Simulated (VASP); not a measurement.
Wanted: the native input for a VASP 6.6.1 run.

| Property | Result |
| --- | --- |
| Task | relaxation of the atoms |
| Functional | PBEsol |
| Potentials or basis | VASP PAW PBE potentials, release 64 (F) |
| Cutoff | 600 eV |
| k mesh | 1 × 1 × 1 |
| Occupations | gaussian, width 0.01 eV |
| Spin | no spin polarisation |
| Further INCAR settings | ALGO = Normal; EDIFF = 1e-07; ISYM = 0; IBRION = 2; EDIFFG = -0.005; NSW = 30 |

The structure of F2 lies in POSCAR:

```
F
1.0
   12.0000000000      0.0000000000      0.0000000000
    0.0000000000     12.4000000000      0.0000000000
    0.0000000000      0.0000000000     13.0000000000
F
2
Direct
    0.5000000000      0.5000000000      0.4456923077
    0.5000000000      0.5000000000      0.5543076923
```

One way to write it, as run:

INCAR

```
SYSTEM = F
PREC     = Accurate       ! precision mode
ENCUT    = 600            ! plane-wave cutoff, eV
EDIFF    = 1E-7           ! SCF threshold, eV
ISMEAR   = 0              ! smearing method
SIGMA    = 0.01           ! smearing width, eV
LREAL    = .False.        ! projectors in reciprocal space
LASPH    = .True.         ! aspherical terms in the spheres
NELM     = 80             ! most SCF steps
ALGO     = Normal         ! electronic algorithm
ISIF     = 2              ! what is computed and relaxed
LWAVE    = .False.        ! write WAVECAR
LCHARG   = .False.        ! write CHGCAR
GGA      = PS             ! functional
IBRION   = 2              ! ionic algorithm
NSW      = 30             ! ionic steps
EDIFFG   = -0.005         ! ionic threshold
ISYM     = 0
```

KPOINTS

```
Automatic mesh
0
Gamma
  1 1 1
  0 0 0
```

Potentials or basis: VASP PAW PBE potentials, release 64 (F).

Run with:

```bash
$ cat potpaw_PBE.64/F/POTCAR > POTCAR
$ mpirun -np 1 vasp_std > vasp.out
```

It gave:

```json
{"Energy gained by relaxing": "0.1 meV/atom", "Ionic steps": "3", "Gap between the frontier levels": "3.52 eV"}
```

Run time: 4.3 min on 1 thread of Intel(R) Xeon(R) Platinum 8488C (Sapphire Rapids), with other jobs on the host, peak memory 1.9 GiB.
